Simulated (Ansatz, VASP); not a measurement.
**GeW in VASP and in Ansatz**

```
Ge W
1.0
     0.00000    2.57761    2.57761
     2.57761    0.00000    2.57761
     2.57761    2.57761    0.00000
Ge W
1 1
Direct
  0.50000 0.50000 0.50000
  0.00000 0.00000 0.00000
```

Alike in both runs: functional PBE; k mesh 18 × 18 × 18; occupations gaussian, width 0.1 eV; no spin polarisation.

Ansatz relaxed the structure, and its values are those at the end. VASP's run is a single point on that final structure, the one shown.

|  | VASP | Ansatz |
| --- | --- | --- |
| version | VASP 6.6.1 | Ansatz 0.2.0 |
| potentials or method | VASP PAW PBE potentials, release 64 (Ge_d, W_sv) | scalar-relativistic, plane waves, PAW |
| plane-wave cutoff (eV) | 520 | 420 |
| valence electrons in the cell | 28 | 28 |

VASP gave:

```
gap on the k mesh at the Fermi level (eV) : none
pressure (GPa)                            : 0.2
```

Which values does Ansatz return?

gap on the k mesh at the Fermi level (eV): none; pressure (GPa): 0.0.

A gap of «none» marks a metal or a gap that the smearing closes.

The runs have no spin-orbit coupling, so splittings on W are missing.
